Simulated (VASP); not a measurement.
## KTaO3: stress against strain

KTaO3 (cubic perovskite, Pm-3m, 12.761 Å³/atom and stress up to 0.19 GPa in the relaxed cell, cube axes along x, y and z) under a strain ε along a cube axis (axis z), the other axes held. r2SCAN in VASP (plane waves, PAW), 600 eV, 8×8×8 Γ-centred mesh, Gaussian smearing 0.05 eV; ions are relaxed, or left where forces stay under 0.02 eV/Å, within the symmetry of each cell. Stress is positive for a compressed cell.

Here s stands for strain and y for stress zz.

```
strain (%)  stress zz (GPa)
----------  ---------------
-3.00                     ?
-1.50                  7.33
-1.00                  4.69
-0.50                  2.19
0.00                  -0.19
0.50                  -2.43
1.00                  -4.57
1.50                  -6.57
```

Task: Fit y against s with a straight line, and predict the withheld value at s = -3.00.

Result: Means: s 0, y 0.064. About the means, the sum of products is -32.420 and the sum of squares of s is 7.0000; the slope is their ratio. Least squares gives y = 0.064 - 4.6314·s. Residuals (row less fit): 0.319, -0.005, -0.190, -0.254, -0.178, -0.003, 0.313; standard error 0.258 (degrees of freedom: 5). The slope gives the elastic constant C11 = 463 ± 10 GPa (± standard error of the fit, which holds the terms cut off). At the withheld row, y = 0.064 - 4.6314 × (-3.0) = 13.958 GPa. The calculation gives 16.11 GPa, 2.152 GPa above the prediction (9.5 % of the range of y in the table). The row lies outside the fitted rows, so this is an extrapolation. From the scatter of the fitted rows alone, a prediction at this place has a standard error of 0.402 GPa, so the miss is 5.4 times that.

A polynomial of degree 2 through the 12 other runs of the series gives 15.98 there, so most of the miss is curvature that the fit leaves out. The primitive cell can neither tilt nor turn polar against its symmetry, as such crystals can under strain. Rows are the converged runs of the series near zero and its far end, less any whose ions stayed unrelaxed beside relaxed ones; series whose fitted rows scatter by over a few per cent of the range, as at a crossing or softening among them, aren't shown in this form. Most that stay on the fit to the last digits aren't either.
